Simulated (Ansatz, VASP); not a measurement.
# Si19H30C19 (SiC wire along [111], 38 atoms a period, H-terminated): VASP beside Ansatz, part 3 of 3

Aim: how closely do two programs agree when they are given the same cell, functional and k mesh? Of the first pair: The structure shown is the start of the Ansatz relaxation below; VASP solves that cell, so the two are compared at the walk's first step.

VASP 6.6.1 and Ansatz 0.2.0.

So far. Step 4 (Side by side): The forces differ by 10 meV/Å r.m.s., which is 3.6 % of the r.m.s. force of 0.290 eV/Å (both taken over all components).

## Step 6: VASP: single point, PBE, relaxed cell, pair 2

Level of this step: PBE; plane waves and PAW (Si, C, H) (VASP).

The same cell, functional, mesh and smearing now go to VASP, with its own data sets.

File INCAR:

```
SYSTEM = Si19H30C19
PREC = Accurate
ENCUT = 600
EDIFF = 1E-06
NELM = 120
ISMEAR = -1
SIGMA = 0.05
LREAL = Auto
ALGO = Normal
GGA = PE
NBANDS = 144
LORBIT = 11
LWAVE = .FALSE.
LCHARG = .FALSE.
ISIF = 2
LASPH = .TRUE.
GGA_COMPAT = .FALSE.
EFERMI = MIDGAP
KPAR = 4
```

File POSCAR:

```
Si19H30C19
1.0
   15.3950000000      0.0000000000      0.0000000000
    0.0000000000     16.3940000000      0.0000000000
    0.0000000000      0.0000000000      7.6695985455
Si C H
19 19 30
Direct
    0.3992355833      0.4554604037      0.0018577630
    0.5000000000      0.2915342488      0.0007680129
    0.6007644167      0.4554604037      0.0018577630
    0.2994633088      0.4013465528      0.3376043661
    0.3988093999      0.5649552284      0.3347965978
    0.5000000000      0.4003672554      0.3348001739
    0.5000000000      0.7275575044      0.3375871728
    0.6011906001      0.5649552284      0.3347965978
    0.7005366912      0.4013465528      0.3376043661
    0.2995913711      0.5098998367      0.6693510453
    0.3996214433      0.3471953155      0.6693559241
    0.3999706830      0.6731759433      0.6693439609
    0.5000000000      0.5100926131      0.6681028977
    0.6000293170      0.6731759433      0.6693439609
    0.6003785567      0.3471953155      0.6693559241
    0.7004086289      0.5098998367      0.6693510453
    0.2984283618      0.6193750534      0.0007418906
    0.5000000000      0.6193572776      0.0018610649
    0.7015716382      0.6193750534      0.0007418906
    0.2996847129      0.6186729091      0.2459882276
    0.3990473942      0.4553399963      0.2507220133
    0.5000000000      0.2928714851      0.2460073777
    0.5000000000      0.6195373486      0.2507217764
    0.6009526058      0.4553399963      0.2507220133
    0.7003152871      0.6186729091      0.2459882276
    0.3006278836      0.4019767194      0.5826317556
    0.3991106894      0.5647738558      0.5833585956
    0.5000000000      0.4006712019      0.5833610197
    0.5000000000      0.7262680187      0.5826166521
    0.6008893106      0.5647738558      0.5833585956
    0.6993721164      0.4019767194      0.5826317556
    0.3007365811      0.5114367655      0.9149631966
    0.4016234310      0.3473380605      0.9149703881
    0.3991104661      0.6714466802      0.9149591870
    0.5000000000      0.5100755715      0.9178013559
    0.6008895339      0.6714466802      0.9149591870
    0.5983765690      0.3473380605      0.9149703881
    0.6992634189      0.5114367655      0.9149631966
    0.2179863335      0.4412568344      0.2723410058
    0.2955699348      0.3151171632      0.2723652949
    0.4224178304      0.7737834632      0.2723051579
    0.5775821696      0.7737834632      0.2723051579
    0.7044300652      0.3151171632      0.2723652949
    0.7820136665      0.4412568344      0.2723410058
    0.2403747527      0.5886756276      0.2939610754
    0.2977055402      0.6819064166      0.2939590796
    0.4426685480      0.2596602258      0.2939994720
    0.5573314520      0.2596602258      0.2939994720
    0.7022944598      0.6819064166      0.2939590796
    0.7596252473      0.5886756276      0.2939610754
    0.2188433998      0.5522380078      0.6068346804
    0.3205040958      0.7176006743      0.6068317651
    0.3983338469      0.2603342417      0.6068804300
    0.6016661531      0.2603342417      0.6068804300
    0.6794959042      0.7176006743      0.6068317651
    0.7811566002      0.5522380078      0.6068346804
    0.2419032699      0.3701379934      0.6294540277
    0.5000000000      0.7899510166      0.6294063818
    0.7580967301      0.3701379934      0.6294540277
    0.2187366684      0.6625438604      0.9354677712
    0.5000000000      0.2051021513      0.9355460303
    0.7812633316      0.6625438604      0.9354677712
    0.2416560074      0.4797664254      0.9606689652
    0.3428684916      0.3151400390      0.9606832038
    0.3987871186      0.7353334835      0.9606416320
    0.6012128814      0.7353334835      0.9606416320
    0.6571315084      0.3151400390      0.9606832038
    0.7583439926      0.4797664254      0.9606689652
```

File KPOINTS:

```
Automatic mesh
0
Gamma
1 1 11
0 0 0
```

Potentials, in the order of the species: Si, C and H (PBE family, release 64).

On the command line:

```sh
$ mpirun -np 8 vasp_std
```

Numbers of over 12 decimals in the logs are rounded to 6 here.

The program printed:

```text
[banner, memory and clock lines left out]
running    8 mpi-ranks, on    1 nodes
[...]
[... a notice as in an earlier step ...]

 LDA part: xc-table for (Slater+PW92), standard interpolation
 POSCAR, INCAR and KPOINTS ok, starting setup
[...]
entering main loop
       N       E                     dE             d eps       ncg     rms          rms(c)
DAV:   1     0.117722176909E+04    0.11772E+04   -0.67904E+04  1728   0.106E+03
DAV:   2    -0.201736185550E+03   -0.13790E+04   -0.13120E+04  2472   0.215E+02
DAV:   3    -0.422758136895E+03   -0.22102E+03   -0.21886E+03  2256   0.822E+01
DAV:   4    -0.435512442885E+03   -0.12754E+02   -0.12711E+02  2360   0.229E+01
[...]
DAV:  24    -0.389206404008E+03   -0.17996E-05   -0.30950E-07  1648   0.108E-03    0.613E-04
DAV:  25    -0.389206405219E+03   -0.12112E-05   -0.96974E-08  1464   0.591E-04    0.379E-04
DAV:  26    -0.389206406040E+03   -0.82092E-06   -0.73037E-08  1544   0.559E-04
   1 F= -.38920641E+03 E0= -.38920641E+03  d E =-.690964E-14
```

OUTCAR, selected parts (step 6):

```text
 POSITION                                       TOTAL-FORCE (eV/Angst)
 -----------------------------------------------------------------------------------
      6.14623      7.46682      0.01425         0.001685      0.003647     -0.006085
      7.69750      4.77941      0.00589        -0.000000      0.000738     -0.004479
      9.24877      7.46682      0.01425        -0.001685      0.003647     -0.006085
      4.61024      6.57968      2.58929        -0.005389     -0.005159     -0.007386
      6.13967      9.26188      2.56776        -0.005294      0.003646     -0.007965
      7.69750      6.56362      2.56778        -0.000000     -0.007589     -0.008868
      7.69750     11.92758      2.58916        -0.000000      0.005940     -0.009943
      9.25533      9.26188      2.56776         0.005294      0.003646     -0.007965
     10.78476      6.57968      2.58929         0.005389     -0.005159     -0.007386
      4.61221      8.35930      5.13365        -0.011060     -0.000699     -0.005724
      6.15217      5.69192      5.13369         0.000282     -0.008326     -0.004598
      6.15755     11.03605      5.13360        -0.005524      0.005109     -0.002624
      7.69750      8.36246      5.12408        -0.000000     -0.003403     -0.008135
      9.23745     11.03605      5.13360         0.005524      0.005109     -0.002624
[...]
-----------------------------------------------------------------------------------
    total drift:                                0.000000      0.002899      0.015485

  FREE ENERGIE OF THE ION-ELECTRON SYSTEM (eV)
  ---------------------------------------------------
  free  energy   TOTEN  =      -389.2064060397 eV

  energy  without entropy=     -389.2064060397  energy(sigma->0) =     -389.20640604

[... 1 further part left out ...]
```

## Step 7: Comparison

What differs besides the data sets and the points named for the pairs above, as far as they apply: the cutoff is 420 eV in Ansatz and 600 eV in VASP (PREC = Accurate, projectors in real space). Total energies have different zeros and are not compared.

Both answers:

```csv
quantity,Ansatz,VASP,difference
pressure (GPa),0.00,-0.05,+0.05
gap on the k mesh (eV),3.272,3.272,+0.001
```

At this near-relaxed geometry the largest component of a force difference is 20 meV/Å. A gap on the mesh is an upper bound, since the band edges may lie between its points.

## Step 8: Results

```
r.m.s. force difference (single point, PBE, start cell, pair 1)           : 3.6 % of the r.m.s. force
difference in gap on the k mesh (single point, PBE, relaxed cell, pair 2) : 7.8e-4 eV
r.m.s. force difference (single point, PBE, relaxed cell, pair 2)         : 8.5 meV/Å
```

What this shows: The r.m.s. force difference is 3.6 % of the r.m.s. force (single point, PBE, start cell, pair 1), beyond the 3 % picked in this series as the mark of a large difference. How closely two codes agree says nothing of how well the functional describes the real material.

[Lines on the potential files, build, host, timing and source positions are cut from VASP's logs without a mark.]

[Logs are printed without paths, hosts, clocks, repeated set-up lines and the standing remarks that a program may print on its own settings, such as how far it seeks lower states.]

[Hosts, paths, dates, database ids (printed as entryN), source tags and the programs' standing remarks are cut or masked in the printed files.]
